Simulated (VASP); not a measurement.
A VASP calculation is set up with these files.

POSCAR:
```
CdSe
1
    2.1504413574    -3.7246734532     0.0000000000
    2.1504413574     3.7246734532    -0.0000000000
   -0.0000000000     0.0000000000     7.0129701318
Cd Se
2 2
Direct
  0.6841052807   0.3507712807   0.4999720194
  0.3333330000   0.6666670000   0.9999720194
  0.6666670000   0.3333330000   0.8760279806
  0.3333330000   0.6666670000   0.3760279806
```

**INCAR**
```
NELM = 100
SIGMA = 0.05   # width (eV)
LCHARG = .FALSE.
GGA = PS   # PBEsol
ISIF = 2   # forces and stress, cell fixed
ALGO = Normal
LASPH = .TRUE.   # aspherical one-centre terms
SYSTEM = CdSe
LWAVE = .FALSE.
ENCUT = 480   # plane-wave cut-off (eV)
LREAL = .FALSE.   # projection in real space or not
LMAXMIX = 4   # l cut-off of mixed one-centre charges
EDIFF = 1E-7   # SCF stop (eV)
PREC = Accurate
ISMEAR = 0   # Gaussian
```

### KPOINTS
```
Regular mesh
0
Gamma
  6 6 4
```

POTCAR, in this order: Cd Se (PBE.64 set). Program: vasp_std.

**Question.** Translate this PBEsol calculation to Quantum ESPRESSO's pw.x.

**Answer.** One equivalent input (not run):
```
&CONTROL
  calculation = 'scf'
  pseudo_dir = './pseudo'
  outdir = './out'
  tprnfor = .true.
  tstress = .true.
/
&SYSTEM
  ibrav = 0
  nat = 4
  ntyp = 2
  ecutwfc = 102
  occupations = 'smearing'
  smearing = 'gaussian'
  degauss = 0.003675
  input_dft = 'pbesol'
/
&ELECTRONS
  conv_thr = 7.3e-09
  electron_maxstep = 100
/
ATOMIC_SPECIES
  Cd 112.414 Cd.upf
  Se 78.971 Se.upf
CELL_PARAMETERS angstrom
     2.1504414   -3.7246735    0.0000000
     2.1504414    3.7246735   -0.0000000
    -0.0000000    0.0000000    7.0129701
ATOMIC_POSITIONS crystal
  Cd   0.6841053  0.3507713  0.4999720
  Cd   0.3333330  0.6666670  0.9999720
  Se   0.6666670  0.3333330  0.8760280
  Se   0.3333330  0.6666670  0.3760280
K_POINTS automatic
  6 6 4 0 0 0
```
The two are equivalent in intent, not identical: the potentials are each code's own (VASP's PAW set, PseudoDojo norm-conserving files in pw.x), so ENCUT and ecutwfc are chosen apart and not converted; conv_thr bounds pw.x's estimated SCF error, while EDIFF bounds the energy change between steps.

The compound is CdSe in the wurtzite structure. This cell was strained or had an atom moved on purpose.
